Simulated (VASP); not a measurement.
Given:

```xyz
4
Lattice="4.0024 0.0000 0.0000 0.0000 4.0024 0.0000 0.0000 0.0000 6.3644" Properties=species:S:1:pos:R:3 pbc="T T T"
Cu     2.0012     2.0012     0.0000
Cu     0.0000     4.0024     6.3644
I      2.0012     0.0000     1.6950
I      0.0000     2.0012     4.6694
```

The numbers are results of PBEsol GGA, VASP's PBE PAW potentials (set 64) (plane waves; VASP), not measurements. Run with 400 eV cut-off, Gaussian smearing of 0.050 eV, potentials Cu I.

Without a dispersion term in the relaxation, distances and binding between the weakly bound layers, chains or molecules are unreliable, and so is what depends on them. Unless said otherwise, spin-orbit coupling is left out, though it shifts the bands of the heavy elements here.

Task: What does the run give for the band gap (along the path) with the smallest direct gap where there is one?

Result: 
```json
{
  "band gap (along the path)": "1.51 eV",
  "smallest direct gap (along the path)": "1.51 eV"
}
```

Only differences to runs with the same potentials and settings are physical.

The structure comes from a computed database's CuI entry (P4/nmm); how it stands against other phases isn't given here. It was relaxed first, which changed the volume by -7 %.
